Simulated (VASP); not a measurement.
Pt: vibrations by finite differences with PBE

The system is Pt.

```
Pt
1.0
     0.00000    1.98404    1.98404
     1.98404    0.00000    1.98404
     1.98404    1.98404    0.00000
Pt
1
Direct
  0.00000 0.00000 0.00000
```

| Property | Result |
| --- | --- |
| Program | VASP 6.6.1 |
| Task | vibrations by finite differences |
| Functional | PBE |
| Potentials or basis | VASP PAW PBE potentials, release 64 (Pt) |
| Cutoff | 700 eV |
| k mesh | 18 × 18 × 18 |
| Occupations | gaussian, width 0.1 eV |
| Spin | no spin polarisation |

The elastic constants C11, C12, C44 are 304, 221, 59 GPa and the voigt bulk modulus is 249 GPa.

Elastic tensor in Voigt notation (GPa, in the Cartesian axes of the cell as first typed):
```
304 221 221   0   0   0
221 304 221   0   0   0
221 221 304   0   0   0
  0   0   0  59   0   0
  0   0   0   0  59   0
  0   0   0   0   0  59
```

Clamped-ion elastic tensor (GPa):
```
304 221 221   0   0   0
221 304 221   0   0   0
221 221 304   0   0   0
  0   0   0  59   0   0
  0   0   0   0  59   0
  0   0   0   0   0  59
```

Wall time 10 min on 1 thread of Intel(R) Xeon(R) 6975P-C (Granite Rapids), with other jobs on the host, peak memory 0.77 GiB.

Caveat: elastic constants of metals need much finer meshes, so these are rough. The run has no spin-orbit coupling, so splittings on Pt are missing.
